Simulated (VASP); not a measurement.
# LiF (Griceite): excitons from the Bethe-Salpeter equation

What does the electron-hole attraction do to the spectrum of LiF (Griceite)? The cell is of the rock-salt type, one of the forms listed for this formula. The start is a cell from a database of measured crystal structures.

Method: PBE; plane waves and PAW (F_GW, Li_GW), in the first sound run; inputs show where later runs differ, in VASP 6.6.1.

**1. Set-up**

It takes space group Fm-3m (No. 225, cubic). The conventional cell has a = 4.028 Å, b = 4.028 Å, c = 4.028 Å, α = 90.00°, β = 90.00°, γ = 90.00°. F has 6 Li at 2.01 Å nearest. Li has 6 F at 2.01 Å nearest. Farther neighbours and most contacts between anions are not listed.

Coordinates:

```cif
data_structure
_symmetry_space_group_name_H-M 'P 1'
_symmetry_Int_Tables_number 1
_cell_length_a 2.8482
_cell_length_b 2.8482
_cell_length_c 2.8482
_cell_angle_alpha 60.000
_cell_angle_beta 60.000
_cell_angle_gamma 60.000
_cell_volume 16.34
loop_
_atom_site_label
_atom_site_type_symbol
_atom_site_fract_x
_atom_site_fract_y
_atom_site_fract_z
_atom_site_occupancy
F1 F 0.50000 0.50000 0.50000 1
Li2 Li 0.00000 0.00000 0.00000 1
```

**2. Ground state**

The orbitals come from a self-consistent PBE run with a tight EDIFF and a narrow smearing. KPOINTS_OPT adds the bands along a path, which shows whether the mesh holds the band edges.

The input, INCAR:

```
SYSTEM = LiF
PREC = Accurate
ENCUT = 520
EDIFF = 1E-08
NELM = 100
ISMEAR = 0
SIGMA = 0.01
LREAL = .FALSE.
ALGO = Normal
GGA = PE
NBANDS = 10
LORBIT = 11
LWAVE = .TRUE.
LCHARG = .FALSE.
KPAR = 8
```

The input, POSCAR:

```
LiF
1.0
    0.0000000000      2.0140000000      2.0140000000
    2.0140000000      0.0000000000      2.0140000000
    2.0140000000      2.0140000000      0.0000000000
F Li
1 1
Direct
    0.5000000000      0.5000000000      0.5000000000
    0.0000000000      0.0000000000      0.0000000000
```

The input, KPOINTS:

```
Automatic mesh
0
Gamma
6 6 6
0 0 0
```

The input, KPOINTS_OPT:

```
Line mode
12
Line-mode
Reciprocal
  0.00000000   0.00000000   0.00000000 GAMMA
  0.50000000   0.00000000   0.50000000 X

  0.50000000   0.00000000   0.50000000 X
  0.50000000   0.25000000   0.75000000 W

  0.50000000   0.25000000   0.75000000 W
  0.37500000   0.37500000   0.75000000 K

  0.37500000   0.37500000   0.75000000 K
  0.00000000   0.00000000   0.00000000 GAMMA

  0.00000000   0.00000000   0.00000000 GAMMA
  0.50000000   0.50000000   0.50000000 L

  0.50000000   0.50000000   0.50000000 L
  0.62500000   0.25000000   0.62500000 U

  0.62500000   0.25000000   0.62500000 U
  0.50000000   0.25000000   0.75000000 W

  0.50000000   0.25000000   0.75000000 W
  0.50000000   0.50000000   0.50000000 L

  0.50000000   0.50000000   0.50000000 L
  0.37500000   0.37500000   0.75000000 K

  0.62500000   0.25000000   0.62500000 U
  0.50000000   0.00000000   0.50000000 X
```

PAW data sets: F_GW and Li_GW (PBE family, release 64).

Started as:

```sh
> mpirun -np 8 vasp_std
```

What it wrote:

```text
[banner, memory and clock lines left out]
running    8 mpi-ranks, on    1 nodes
 distrk:  each k-point on    1 cores,    8 groups
 distr:  one band on    1 cores,    1 groups

 POSCAR found type information on POSCAR F Li
 POSCAR found :  2 types and       2 ions
|                                                                             |
|           W    W    AA    RRRRR   N    N  II  N    N   GGGG   !!!           |
|           W    W   A  A   R    R  NN   N  II  NN   N  G    G  !!!           |
|           W    W  A    A  R    R  N N  N  II  N N  N  G       !!!           |
|           W WW W  AAAAAA  RRRRR   N  N N  II  N  N N  G  GGG   !            |
|           WW  WW  A    A  R   R   N   NN  II  N   NN  G    G                |
|           W    W  A    A  R    R  N    N  II  N    N   GGGG   !!!           |
|                                                                             |
|     For optimal performance we recommend to set                             |
|       NCORE = 2 up to number-of-cores-per-socket                            |
|     NCORE specifies how many cores store one orbital (NPAR=cpu/NCORE).      |
|     This setting can greatly improve the performance of VASP for DFT.       |
|     The default, NCORE=1 might be grossly inefficient on modern             |
|     multi-core architectures or massively parallel machines. Do your        |
|     Unfortunately you need to use the default for GW and RPA                |
|     calculations (for HF NCORE is supported but not extensively tested      |
|     yet).                                                                   |
|                                                                             |

 LDA part: xc-table for (Slater+PW92), standard interpolation
 POSCAR, INCAR and KPOINTS ok, starting setup
 FFT: planning ... GRIDC
 FFT: planning ... GRID_SOFT
 FFT: planning ... GRID
 WAVECAR not read
 entering main loop
       N       E                     dE             d eps       ncg     rms          rms(c)
DAV:   1     0.224464924688E+02    0.22446E+02   -0.55746E+03   328   0.769E+02
DAV:   2    -0.939593894826E+01   -0.31842E+02   -0.31374E+02   372   0.163E+02
DAV:   3    -0.100887922563E+02   -0.69285E+00   -0.69255E+00   362   0.228E+01
DAV:   4    -0.100909874008E+02   -0.21951E-02   -0.21951E-02   370   0.141E+00
DAV:   5    -0.100909961658E+02   -0.87649E-05   -0.87649E-05   384   0.819E-02    0.436E+00
DAV:   6    -0.960515747984E+01    0.48584E+00   -0.26946E+00   362   0.113E+01    0.147E+00
DAV:   7    -0.960869340419E+01   -0.35359E-02   -0.12635E-02   356   0.115E+00    0.892E-01
DAV:   8    -0.961437390430E+01   -0.56805E-02   -0.12334E-02   354   0.131E+00    0.930E-02
DAV:   9    -0.961452299665E+01   -0.14909E-03   -0.93670E-04   384   0.233E-01    0.493E-02
DAV:  10    -0.961451573524E+01    0.72614E-05   -0.25916E-04   368   0.115E-01    0.219E-03
DAV:  11    -0.961451674874E+01   -0.10135E-05   -0.21614E-06   358   0.151E-02    0.113E-03
DAV:  12    -0.961451677091E+01   -0.22168E-07   -0.68258E-08   378   0.300E-03    0.394E-04
DAV:  13    -0.961451680373E+01   -0.32826E-07   -0.19234E-08   364   0.111E-03    0.204E-04
DAV:  14    -0.961451683511E+01   -0.31375E-07   -0.16440E-09   236   0.372E-04    0.210E-05
DAV:  15    -0.961451683547E+01   -0.36346E-09   -0.44001E-11   230   0.648E-05
   1 F= -.96145168E+01 E0= -.96145168E+01  d E =-.728989-151
 Start KPOINTS_OPT (optional k-point list driver)
k-point batch [1-16\120]
       N       E                     dE             ncg
DAV:   1    -0.639131217703E+03   -0.53323E+04      376
DAV:   2    -0.112762733829E+04   -0.48850E+03      372
DAV:   3    -0.113641001368E+04   -0.87827E+01      378
DAV:   4    -0.113643537132E+04   -0.25358E-01      390
DAV:   5    -0.113643546062E+04   -0.89293E-04      378
DAV:   6    -0.113643546109E+04   -0.47556E-06      392
DAV:   7    -0.113643546109E+04   -0.27039E-08      346
[...]
k-point batch [113-120\120]
       N       E                     dE             ncg
DAV:   1     0.293082857611E+04   -0.34090E+04      176
DAV:   2     0.268433870781E+04   -0.24649E+03      174
DAV:   3     0.267723828658E+04   -0.71004E+01      190
DAV:   4     0.267720848762E+04   -0.29799E-01      176
DAV:   5     0.267720837415E+04   -0.11347E-03      182
DAV:   6     0.267720837360E+04   -0.55520E-06      176
DAV:   7     0.267720837359E+04   -0.31896E-08      174
 writing wavefunctions
```

Wall time 4.4 s (8 MPI ranks of Intel Xeon Platinum 8375C at 2.90GHz (Ice Lake), shared host); peak memory 1.1 GiB; 30 s of CPU time.

Lines that name or quote the potential files are left out of all logs, and their timing lines are given in words.

OUTCAR, selected parts (step 2):

```text
ion  position               nearest neighbor table
   1  0.500  0.500  0.500-   2 2.01   2 2.01   2 2.01   2 2.01   2 2.01   2 2.01
   2  0.000  0.000  0.000-   1 2.01   1 2.01   1 2.01   1 2.01   1 2.01   1 2.01

  LATTYP: Found a face centered cubic cell.
 ALAT       =     4.0280000000

 Subroutine GETGRP returns: Found 48 space group operations
 (whereof 48 operations were pure point group operations)

The static configuration has the point symmetry O_h .

 Found     16 irreducible k-points:

   k-points           NKPTS =     16   k-points in BZ     NKDIM =     16   number of bands    NBANDS=     10

   dimension x,y,z NGX =    24 NGY =   24 NGZ =   24
   dimension x,y,z NGXF=    48 NGYF=   48 NGZF=   48

   ENCUT  =  520.0 eV  38.22 Ry    6.18 a.u.   5.30  5.30  5.30*2*pi/ulx,y,z

   NELECT =       8.0000    total number of electrons

 k-points in reciprocal lattice and weights: Automatic mesh
   0.00000000  0.00000000  0.00000000       0.005
   0.16666667  0.00000000  0.00000000       0.037
   0.33333333  0.00000000  0.00000000       0.037
   0.50000000  0.00000000  0.00000000       0.019
   0.16666667  0.16666667  0.00000000       0.028
   0.33333333  0.16666667  0.00000000       0.111
   0.50000000  0.16666667  0.00000000       0.111
  -0.33333333  0.16666667  0.00000000       0.111
  -0.16666667  0.16666667  0.00000000       0.056
[...]
-0.33333333  0.33333333  0.16666667       0.111
  -0.33333333  0.50000000  0.16666667       0.056

 average (electrostatic) potential at core
       1-114.5834       2  -3.4724

 E-fermi :  -3.0199

 k-point     1 :       0.0000    0.0000    0.0000
  band No.  band energies     occupation
      1     -23.2274      2.00000
      2      -3.2039      2.00000
      3      -3.2039      2.00000
      4      -3.2039      2.00000
      5       5.8447      0.00000
      6      20.7341      0.00000
      7      20.7341      0.00000
      8      20.7341      0.00000
      9      21.1180      0.00000
    ...

 k-point     2 :       0.1667    0.0000    0.0000
  band No.  band energies     occupation
      1     -23.1136      2.00000
      2      -3.9352      2.00000
      3      -3.2659      2.00000
      4      -3.2659      2.00000
      5       6.5639      0.00000
      6      16.3324      0.00000
      7      18.4810      0.00000
      8      18.4810      0.00000
      9      22.8309      0.00000
    ...

 k-point     3 :       0.3333    0.0000    0.0000
  band No.  band energies     occupation
      1     -22.8723      2.00000
      2      -5.1839      2.00000
      3      -3.3847      2.00000
      4      -3.3846      2.00000
      5       7.4620      0.00000
      6      13.8552      0.00000
      7      16.4348      0.00000
      8      16.4348      0.00000
      9      25.0821      0.00000
    ...

  Total       -0.0782132     -0.0782132     -0.0782132      0.0000000     -0.0000000      0.0000000
  in kB       -7.6697650     -7.6697650     -7.6697650      0.0000000     -0.0000000      0.0000000
  external PRESSURE =      -7.6697650 kB  Pullay stress =       0.0000000 kB

  energy-cutoff  :      520.00
  volume of cell :       16.34
      direct lattice vectors                 reciprocal lattice vectors
     0.000000000  2.014000000  2.014000000    -0.248262165  0.248262165  0.248262165
     2.014000000  0.000000000  2.014000000     0.248262165 -0.248262165  0.248262165
     2.014000000  2.014000000  0.000000000     0.248262165  0.248262165 -0.248262165

 POSITION                                       TOTAL-FORCE (eV/Angst)
 -----------------------------------------------------------------------------------
      2.01400      2.01400      2.01400         0.000000      0.000000      0.000000
      0.00000      0.00000      0.00000        -0.000000     -0.000000      0.000000
 -----------------------------------------------------------------------------------
    total drift:                               -0.000000     -0.000000      0.000000

  FREE ENERGIE OF THE ION-ELECTRON SYSTEM (eV)
  ---------------------------------------------------
  free  energy   TOTEN  =        -9.6145168355 eV

  energy  without entropy=       -9.6145168355  energy(sigma->0) =       -9.61451684

 total charge
# of ion       s       p       d       tot
------------------------------------------
    1        1.681   4.196   0.000   5.877
    2        0.117   0.250   0.096   0.463
--------------------------------------------------
tot          1.798   4.447   0.096   6.341

[... 3 further parts left out ...]
```

This step gave:

```
free energy (TOTEN)               : -9.615 eV
Fermi energy                      : -3.020 eV
pressure                          : -0.7670 GPa
least gap on mesh and path        : 9.046 eV
least direct gap on mesh and path : 9.049 eV
```

The highest empty bands on the path are converged less tightly, to about 0.1 eV. The electronic bands at the labelled points (eV, zero at the valence-band top; v1 is the highest filled band, c1 the lowest empty one):

```tsv
point	v3	v2	v1	c1	c2
Γ	0.00	0.00	0.00	9.05	23.93
0.55 of the way	-1.66	-0.59	-0.59	11.76	18.35
X	-3.02	-1.01	-1.01	14.81	16.46
0.55 of the way	-2.71	-1.40	-0.89	14.84	15.62
W	-2.09	-2.09	-0.81	15.05	15.05
0.55 of the way	-2.42	-1.70	-0.78	14.73	14.92
K	-2.51	-1.57	-0.74	14.47	14.90
0.55 of the way	-1.37	-0.63	-0.07	10.79	17.40
Γ	0.00	0.00	0.00	9.05	23.93
0.45 of the way	-1.21	-0.11	-0.11	10.18	18.30
L	-2.54	-0.24	-0.24	10.76	16.71
0.45 of the way	-2.42	-0.93	-0.40	11.91	15.99
U	-2.51	-1.57	-0.74	14.47	14.90
0.45 of the way	-2.42	-1.70	-0.78	14.73	14.92
W	-2.09	-2.09	-0.81	15.05	15.05
0.45 of the way	-2.32	-1.37	-0.53	12.78	15.62
L	-2.54	-0.24	-0.24	10.76	16.71
0.45 of the way	-2.42	-0.93	-0.40	11.91	15.99
K	-2.51	-1.57	-0.74	14.47	14.90
jump to U	-2.51	-1.57	-0.74	14.47	14.90
0.55 of the way	-2.91	-1.16	-0.95	14.82	15.91
X	-3.02	-1.01	-1.01	14.81	16.46
```

Of the projections kept (F, Li), the largest for each band there; the rest of the weight can lie on other orbitals:

```tsv
point	v3	v2	v1	c1	c2
Γ	F 0.97	F 0.97	F 0.97	Li 0.72	Li 0.96
X	F 0.82	F 0.92	F 0.92	F 0.50	Li 1.00
W	F 0.86	F 0.86	F 0.93	Li 0.59	Li 0.59
K	F 0.84	F 0.89	F 0.93	Li 0.76	Li 0.54
Γ	F 0.97	F 0.97	F 0.97	Li 0.72	Li 0.96
L	F 0.85	F 0.95	F 0.95	Li 0.84	Li 0.52
```

The electronic bands as a text plot (rows in eV, shown from -3.0 to 14.9 only):

```
   14.5 |        ++++  +++                     ++  +          +++
   13.8 |       +                             +              +
   13.0 |      +          +                  +      +       +
   12.3 |     +            +                +        +     +
   11.5 |    +              ++             +          +   +
   10.8 |                     +       +++++            +++
   10.0 |  ++                  +     +
    9.3 |++                     +++++
    8.5 |
    7.8 |
    7.0 |
    6.3 |
    5.6 |
    4.8 |
    4.1 |
    3.3 |
    2.6 |
    1.8 |
    1.1 |
    0.3 |*                     *****
   -0.4 |******         ********** **************  ***********
   -1.2 |   *  *********    ***      *      **   **  **    ** ***
   -1.9 |    **      *********        **      *******        *
   -2.6 |      ******  ***              **********   ************
         Γ       X    W  K        Γ      L     U  W     L   K|U X
```

The cell has a gap of 9.05 eV on mesh and path.

**3. Empty bands**

ALGO = Exact makes the empty bands from the converged ground state in one step. LOPTICS writes the k-derivatives of the orbitals (WAVEDER), which give the long-wavelength limit of the screening.

The input, INCAR:

```
SYSTEM = LiF
PREC = Accurate
ENCUT = 520
ISMEAR = 0
SIGMA = 0.01
LREAL = .FALSE.
GGA = PE
NBANDS = 40
ALGO = Exact
NELM = 1
LWAVE = .TRUE.
LCHARG = .FALSE.
LOPTICS = .TRUE.
NEDOS = 1000
CSHIFT = 0.1
```

POSCAR is that of step 2.

KPOINTS is that of step 2.

Started as:

```sh
> mpirun -np 8 vasp_std
```

What it wrote:

```text
[banner, memory and clock lines left out]
running    8 mpi-ranks, on    1 nodes
 distrk:  each k-point on    8 cores,    1 groups
 distr:  one band on    1 cores,    8 groups

 POSCAR found type information on POSCAR F Li
 POSCAR found :  2 types and       2 ions
 [... a notice as in an earlier step ...]

 LDA part: xc-table for (Slater+PW92), standard interpolation
 found WAVECAR, reading the header
  number of bands has changed, file:    10 present:    40
  trying to continue reading WAVECAR, but it might fail
 POSCAR, INCAR and KPOINTS ok, starting setup
 FFT: planning ... GRIDC
 FFT: planning ... GRID_SOFT
 FFT: planning ... GRID
 reading WAVECAR
 random initialization beyond band           10
 the WAVECAR file was read successfully
 initial charge from wavefunction
 entering main loop
       N       E                     dE             d eps       ncg     rms          rms(c)
DIA:   1    -0.961451683502E+01   -0.96145E+01    0.00000E+00     0   0.000E+00
   1 F= -.96145168E+01 E0= -.96145168E+01  d E =-.240598E-35
 writing wavefunctions
 optical routines
 imaginary and real dielectric function
 recalculating local potential from charge density
 direction            1
 direction            2
 direction            3
```

Elapsed: 2.6 s, on 8 MPI ranks; peak memory 0.9 GiB; 15 s of CPU time.

OUTCAR, selected parts (step 3):

```text
The static configuration has the point symmetry O_h .

 Found     16 irreducible k-points:

   k-points           NKPTS =     16   k-points in BZ     NKDIM =     16   number of bands    NBANDS=     40

   NELECT =       8.0000    total number of electrons

 E-fermi :  -3.1187

  Total       -0.0782229     -0.0782229     -0.0782229      0.0000000     -0.0000000      0.0000000
  in kB       -7.6707224     -7.6707224     -7.6707224      0.0000000     -0.0000000      0.0000000
  external PRESSURE =      -7.6707224 kB  Pullay stress =       0.0000000 kB

 POSITION                                       TOTAL-FORCE (eV/Angst)
 -----------------------------------------------------------------------------------
      2.01400      2.01400      2.01400         0.000000      0.000000      0.000000
      0.00000      0.00000      0.00000        -0.000000     -0.000000     -0.000000
 -----------------------------------------------------------------------------------
    total drift:                               -0.000000     -0.000000      0.000000

  FREE ENERGIE OF THE ION-ELECTRON SYSTEM (eV)
  ---------------------------------------------------
  free  energy   TOTEN  =        -9.6145168350 eV

  energy  without entropy=       -9.6145168350  energy(sigma->0) =       -9.61451684

 plasma frequency squared (from intraband transitions) (eV^2)
  --------------------------------------------------------------------------------------
       0.000      -0.000      -0.000
      -0.000       0.000       0.000
      -0.000       0.000       0.000

[... 14 parts as in an earlier step ...]
```

The gap is read on the k-mesh alone, so it is an upper bound where the band edges lie off the mesh.

A gap read on the k-mesh alone can miss the band edges.

This step gave:

* gap on the k-mesh: 9.049 eV
* least direct gap on the k-mesh: 9.049 eV

WAVECAR now holds 40 bands for 8 electrons. Its independent-particle dielectric tensor has xx, yy, zz = 2.0, 2.0, 2.0 on this mesh, which isn't tested for convergence in mesh or bands and lacks local fields.

(Continued in part 2 of 3.)

[Lines on the potential files, build, host, timing and source positions are cut from VASP's logs without a mark.]

[Logs are printed without paths, hosts, clocks, repeated set-up lines and the standing remarks that a program may print on its own settings, such as how far it seeks lower states.]

[Hosts, paths, dates, database ids (printed as entryN), source tags and the programs' standing remarks are cut or masked in the printed files.]

[Pressures printed for these runs are not shown converged in the cutoff: they can be off by several GPa and have the wrong sign.]
